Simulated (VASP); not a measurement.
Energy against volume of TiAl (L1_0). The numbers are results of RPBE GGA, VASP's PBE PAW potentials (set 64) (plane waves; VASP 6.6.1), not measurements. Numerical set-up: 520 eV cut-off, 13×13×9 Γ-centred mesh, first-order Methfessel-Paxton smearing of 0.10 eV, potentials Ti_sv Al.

Shape and ions are relaxed at each volume.

| V (Å³/atom) | E (eV/atom) |
|---|---|
| 15.609 | -5.84719 |
| 16.107 | -5.86436 |
| 16.605 | -5.86982 |
| 17.104 | -5.86515 |

Fit these four points and predict the energy of the run at 17.602 Å³/atom.

A cubic in V^(−2/3), the third-order Birch-Murnaghan form, passes through the four points with V0 = 16.61 Å³/atom and B0 = 108 GPa, and gives -5.8518 eV/atom there. The run gave -5.8518 eV/atom, -0.0 meV/atom from the fit; all five points give B0 = 108 GPa.

The compound is TiAl in the L1_0 structure. It was relaxed first.
